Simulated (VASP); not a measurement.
Consider the following.

```yaml
crystal:
  lattice:
    - [4.00219, -2.18509, 0.00540]
    - [4.00219, 2.18509, 0.00540]
    - [-0.13237, 0.00000, 5.29417]
  atoms:
    - { symbol: Te, position: [0.75303, 0.24697, 0.50000] }
    - { symbol: Se, position: [0.01365, 0.76668, 0.84073] }
    - { symbol: Se, position: [0.23332, 0.98635, 0.15927] }
```

The numbers are results of r2SCAN meta-GGA with spin-orbit coupling, VASP's PBE PAW potentials (set 64) (plane waves; VASP), not measurements. Settings: 400 eV cut-off, 5×5×4 Γ-centred mesh, Gaussian smearing of 0.050 eV, potentials Te Se.

The path is coarsely sampled, so an indirect gap can come out somewhat too large.

Predict the energy per atom (σ→0), band gap (over mesh and band path) with the smallest direct gap where there is one.

The band gap (over mesh and band path) is 1.01 eV. The smallest direct gap (over mesh and band path) is 1.08 eV and the energy per atom (σ→0) is -18.072 eV/atom.

Total energies compare only between runs with the same potentials, cut-off and functional.

The structure comes from a computed database's TeSe2 entry (C2); how it stands against other phases isn't given here. It was relaxed first.
